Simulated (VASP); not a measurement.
Here is the system:

```
CELL_PARAMETERS angstrom
     -2.21563     2.21563     2.21563
      2.21563    -2.21563     2.21563
      2.21563     2.21563    -2.21563
ATOMIC_POSITIONS crystal
  Ca 0.00000 0.00000 0.00000
```

All values below come from r2SCAN meta-GGA, VASP's PBE PAW potentials (set 64) (plane waves; VASP). Numerical set-up: 400 eV cut-off, 13×13×13 Γ-centred mesh, tetrahedra with Blöchl corrections, potentials Ca_sv.

Problem. Predict the energy per atom (σ→0), band gap (over mesh and band path) with the smallest direct gap where there is one.

Solution. 
| Property | Value |
|---|---|
| band gap (over mesh and band path) | none (metal, semimetal or under 0.01 eV) |
| energy per atom (σ→0) | -676.9 kJ/mol of atoms |

Only differences to runs with the same potentials and settings are physical.

The structure comes from a measured Ca entry (Im-3m) of the Crystallography Open Database, whose conditions weren't checked. It was relaxed first.
